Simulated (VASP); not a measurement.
A VASP calculation is set up with these files.

**INCAR**
```
SYSTEM = V
PREC = Accurate
ENCUT = 400
EDIFF = 1E-6
NELM = 100
ALGO = Normal
LREAL = .FALSE.
LASPH = .TRUE.
ISMEAR = 1
SIGMA = 0.1
GGA = PE
LMAXMIX = 4
ISPIN = 2
MAGMOM = 2.0
LORBIT = 10
LWAVE = .FALSE.
LCHARG = .FALSE.
ISIF = 2
IBRION = 0
NSW = 3
TEBEG = 300
```

### KPOINTS
```
Automatic mesh
0
Gamma
11 11 11
0 0 0
```

**POSCAR**
```
V
1
    2.4892560000     0.0000000000     0.0000000000
    0.0000000000     2.4892560000     0.0000000000
    0.0000000000     0.0000000000     2.4892560000
V
1
Direct
  0.0000000000   0.0000000000   0.0000000000
```

POTCAR, in this order: V_sv (PBE.64 set). Program: vasp_std.

The resulting files:

**standard output**
```
 POSCAR found type information on POSCAR V
 POSCAR found :  1 types and       1 ions
 Reading from existing POTCAR

 -----------------------------------------------------------------------------
|                                                                             |
|     EEEEEEE  RRRRRR   RRRRRR   OOOOOOO  RRRRRR      ###     ###     ###     |
|     E        R     R  R     R  O     O  R     R     ###     ###     ###     |
|     E        R     R  R     R  O     O  R     R     ###     ###     ###     |
|     EEEEE    RRRRRR   RRRRRR   O     O  RRRRRR       #       #       #      |
|     E        R   R    R   R    O     O  R   R                               |
|     E        R    R   R    R   O     O  R    R      ###     ###     ###     |
|     EEEEEEE  R     R  R     R  OOOOOOO  R     R     ###     ###     ###     |
|                                                                             |
|     Fatal error! IBRION=0, but no entry for POTIM on file INCAR. MUST       |
|     be specified!                                                           |
|                                                                             |
|       ---->  I REFUSE TO CONTINUE WITH THIS SICK JOB ... BYE!!! <----       |
|                                                                             |
 -----------------------------------------------------------------------------
```

Q: Read the log: what went wrong, and how is it fixed?

A: The cause: molecular dynamics (IBRION = 0) was asked for without POTIM. VASP stops with an error: Fatal error! IBRION=0, but no entry for POTIM on file INCAR. MUST be specified! ----> I REFUSE TO CONTINUE WITH THIS SICK JOB ... BYE!!! <---- To mend it, set POTIM to the time step in fs (1 to 2 fs suits most solids). The plain static run on this cell (PBE GGA, plane waves, VASP's PBE PAW potentials (set 64)) converges, and its OSZICAR ends with
```
   1 F= -.81420271E+01 E0= -.81425966E+01  d E =0.170835E-02  mag=    -0.0000
```

The structure was generated: V was put into the simple-cubic type (Pm-3m), which need not be its known phase. The cell was not relaxed at this level.
